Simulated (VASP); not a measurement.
The system is AlN.

```
Al N
1.0
     3.11300    0.00000    0.00000
    -1.55650    2.69594    0.00000
     0.00000    0.00000    4.98100
Al N
2 2
Direct
  0.33333 0.66667 0.00000
  0.66667 0.33333 0.50000
  0.33333 0.66667 0.38000
  0.66667 0.33333 0.88000
```

| Property | Result |
| --- | --- |
| Program | VASP 6.6.1 |
| Task | relaxation of cell and atoms |
| Functional | PBE |
| Potentials or basis | VASP PAW PBE potentials, release 64 (Al, N) |
| Cutoff | 520 eV |
| k mesh | 6 × 6 × 2 |
| Occupations | gaussian, width 0.02 eV |
| Spin | no spin polarisation |

At the start: pressure 3.4 GPa; volume 10.45 Å³/atom.

Where does the relaxation end?

Over 8 steps the energy falls by 2.2 meV/atom and the volume is 10.63 Å³/atom (+1.7 %); space group P6_3mc (No. 186, to 0.05 Å).

Step by step:
```tsv
step	energy change (eV)	largest force (eV/Å)	pressure (GPa)	volume (Å³)
1	0.0000	0.1307	3.43	41.80
2	-0.0018	0.0935	-2.88	43.17
3	-0.0087	0.0034	0.00	42.52
4	-0.0087	0.0057	0.07	42.50
5	-0.0087	0.0069	0.05	42.50
6	-0.0087	0.0074	0.04	42.51
7	-0.0087	0.0022	-0.03	42.52
8	-0.0087	0.0006	-0.01	42.52
```

Final structure:
```
Al N
1.0
     3.12838    0.00000    0.00000
    -1.56419    2.70926    0.00000
     0.00000    0.00000    5.01634
Al N
2 2
Direct
  0.33333 0.66667 0.99925
  0.66667 0.33333 0.49925
  0.33333 0.66667 0.38075
  0.66667 0.33333 0.88075
```

Caveat: the k mesh is coarse (spacing up to 0.63 Å⁻¹), so the values aren't converged.
